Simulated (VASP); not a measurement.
OSZICAR of a VASP run on SnO2 (relaxed from the pyrite structure, space group Pa-3):

File OSZICAR:
```
       N       E                     dE             d eps       ncg     rms          rms(c)
DAV:   1     0.153581012031E+04    0.15358E+04   -0.49843E+04  1578   0.278E+03
DAV:   2     0.153865724942E+03   -0.13819E+04   -0.13240E+04  1420   0.836E+02
DAV:   3    -0.176362969049E+03   -0.33023E+03   -0.32272E+03  1476   0.297E+02
DAV:   4    -0.204625551599E+03   -0.28263E+02   -0.27890E+02  1680   0.945E+01
DAV:   5    -0.205489997693E+03   -0.86445E+00   -0.86062E+00  1608   0.170E+01    0.218E+01
DAV:   6    -0.174528810106E+03    0.30961E+02   -0.30496E+01  1980   0.735E+01    0.924E+00
DAV:   7    -0.165815260513E+03    0.87135E+01   -0.57076E+00  2048   0.180E+01    0.447E+00
DAV:   8    -0.177804629693E+03   -0.11989E+02   -0.34657E+00  1774   0.126E+01    0.303E+00
DAV:   9    -0.167685351229E+03    0.10119E+02   -0.13571E+00  1424   0.728E+00    0.801E-01
DAV:  10    -0.167982614030E+03   -0.29726E+00   -0.67554E-01  1552   0.472E+00    0.474E-01
DAV:  11    -0.168044420290E+03   -0.61806E-01   -0.55170E-02  1630   0.159E+00    0.406E-01
DAV:  12    -0.168082222001E+03   -0.37802E-01   -0.21240E-02  2232   0.128E+00    0.135E-01
DAV:  13    -0.168072319158E+03    0.99028E-02   -0.60075E-03  1592   0.509E-01    0.103E-01
DAV:  14    -0.168096519566E+03   -0.24200E-01   -0.93347E-03  1472   0.669E-01    0.868E-02
DAV:  15    -0.168095411422E+03    0.11081E-02   -0.70270E-04  1482   0.185E-01    0.717E-02
DAV:  16    -0.168095196806E+03    0.21462E-03   -0.55343E-05  1952   0.516E-02    0.456E-02
DAV:  17    -0.168096585544E+03   -0.13887E-02   -0.85864E-04  1618   0.209E-01    0.182E-02
DAV:  18    -0.168096752579E+03   -0.16704E-03   -0.88269E-05  1484   0.644E-02    0.112E-02
DAV:  19    -0.168096750305E+03    0.22745E-05   -0.66737E-06  1906   0.262E-02    0.617E-03
DAV:  20    -0.168096756500E+03   -0.61949E-05   -0.37032E-06  1936   0.231E-02    0.339E-03
DAV:  21    -0.168096755599E+03    0.90005E-06   -0.11931E-06  1660   0.666E-03    0.162E-03
DAV:  22    -0.168096756607E+03   -0.10075E-05   -0.10627E-07   968   0.279E-03    0.124E-03
DAV:  23    -0.168096756769E+03   -0.16178E-06   -0.39592E-07  1290   0.473E-03    0.110E-03
DAV:  24    -0.168096756954E+03   -0.18507E-06   -0.43129E-08   880   0.155E-03    0.671E-04
DAV:  25    -0.168096757052E+03   -0.98167E-07   -0.16201E-08   874   0.936E-04
   1 F= -.16809676E+03 E0= -.16809676E+03  d E =0.000000E+00
       N       E                     dE             ncg
       N       E                     dE             ncg
       N       E                     dE             ncg
       N       E                     dE             ncg
       N       E                     dE             ncg
       N       E                     dE             ncg
```

Task: Which electronic solver shows in the log?

Result: It is blocked Davidson (ALGO = Normal, or the opening steps of other solvers). The INCAR had ALGO = Normal.

Task: Can the final energy be trusted as converged?

Result: The calculation finished and met its thresholds. It stopped with EDIFF = 1E-7, NELM = 100 (r2SCAN meta-GGA, plane waves, VASP's PBE PAW potentials (set 64)).

The structure was generated: SnO2 was put into the pyrite type (Pa-3), which need not be its known phase. It was relaxed first, which changed the volume by +15 %.
